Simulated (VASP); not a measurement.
Level of theory: PBE GGA with D3 dispersion (Becke-Johnson damping), VASP's PBE PAW potentials (set 64) (plane waves; VASP).

VASP ran on this input.

INCAR:
```
! general
SYSTEM   =  ZrC
PREC     =  Accurate
ENCUT    =  520
LREAL    =  .FALSE.   ! projection in real space or not
LASPH    =  .TRUE.   ! aspherical one-centre terms

! electronic loop
EDIFF    =  1E-7   ! SCF stop (eV)
NELM     =  100
ALGO     =  Normal
LMAXMIX  =  4   ! l cut-off of mixed one-centre charges

! smearing
ISMEAR   =  -5   ! tetrahedra, Bloechl

! functional
GGA      =  PE   ! PBE
IVDW     =  12

! ions
ISIF     =  2

! output
LWAVE    =  .FALSE.
LCHARG   =  .TRUE.
LORBIT   =  11   ! lm-projected
NEDOS    =  601
```

POSCAR:
```
ZrC
3.3058380
  0.0000000000   0.7071068051   0.7071068051
  0.7071068051   0.0000000000   0.7071068051
  0.7071068051   0.7071068051   0.0000000000
Zr C
1 1
Cartesian
  0.0000000000   0.0000000000   0.0000000000
  0.7071068051   0.7071068051   0.7071068051
```

### KPOINTS
```
Automatic mesh
0
Gamma
15 15 15
0 0 0
```

POTCAR, in this order: Zr_sv C (PBE.64 set). Program: vasp_std.

Predict the energy per atom (σ→0), dispersion energy, band gap (on the k-mesh).

The energy per atom (σ→0) is -10.132 eV/atom. The dispersion energy is -0.813 eV. The band gap (on the k-mesh) is none (metal, semimetal or under 0.01 eV).

### OSZICAR
```
...
DAV:   7    -0.194617275406E+02    0.12082E+00   -0.72437E-01  3384   0.693E+00    0.613E+00
DAV:   8    -0.194557991792E+02    0.59284E-02   -0.13325E-01  3108   0.346E+00    0.147E+00
DAV:   9    -0.194516505298E+02    0.41486E-02   -0.30271E-02  3556   0.117E+00    0.455E-01
DAV:  10    -0.194519934091E+02   -0.34288E-03   -0.19762E-03  3356   0.571E-01    0.355E-01
DAV:  11    -0.194517768677E+02    0.21654E-03   -0.69406E-04  3212   0.208E-01    0.170E-02
DAV:  12    -0.194517746110E+02    0.22568E-05   -0.12349E-05  4132   0.381E-02    0.114E-02
DAV:  13    -0.194517745772E+02    0.33803E-07   -0.41336E-07  3316   0.610E-03
   1 F= -.20264765E+02 E0= -.20264765E+02  d E =0.000000E+00
```

The compound is ZrC in the rock salt structure. It was relaxed first.
